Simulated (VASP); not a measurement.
Input of a VASP 6.6.1 run:

File INCAR:

```
PREC     = Accurate       # precision mode
ENCUT    = 520            # plane-wave cutoff, eV
EDIFF    = 1E-7           # SCF threshold, eV
ISMEAR   = 0              # smearing method
SIGMA    = 0.1            # smearing width, eV
LREAL    = False          # projectors in reciprocal space
LASPH    = True           # aspherical terms in the spheres
NELM     = 100            # most SCF steps
ALGO     = Normal         # electronic algorithm
ISIF     = 2              # what is computed and relaxed
LWAVE    = False          # write WAVECAR
LCHARG   = False          # write CHGCAR
NBANDS   = 13             # bands
```

Contents of KPOINTS:

```
regular mesh
0
Gamma
  16 16 16
```

Contents of POSCAR:

```
B2O
1.0
    0.0000000000      2.3790544388      2.3790544388
    2.3790544388      0.0000000000      2.3790544388
    2.3790544388      2.3790544388      0.0000000000
B O
2 1
Direct
    0.2500000000      0.2500000000      0.2500000000
    0.7500000000      0.7500000000      0.7500000000
    0.0000000000      0.0000000000      0.0000000000
```

Potentials or basis: VASP PAW LDA potentials, release 64 (B, O).

Command:

```sh
$ cat potpaw_LDA.64/B/POTCAR potpaw_LDA.64/O/POTCAR > POTCAR
$ mpirun -np 1 vasp_std > vasp.out
```

Estimate the pressure.

0.0 GPa.

Predict the band gap on the k mesh.

none (metal or under the smearing width).
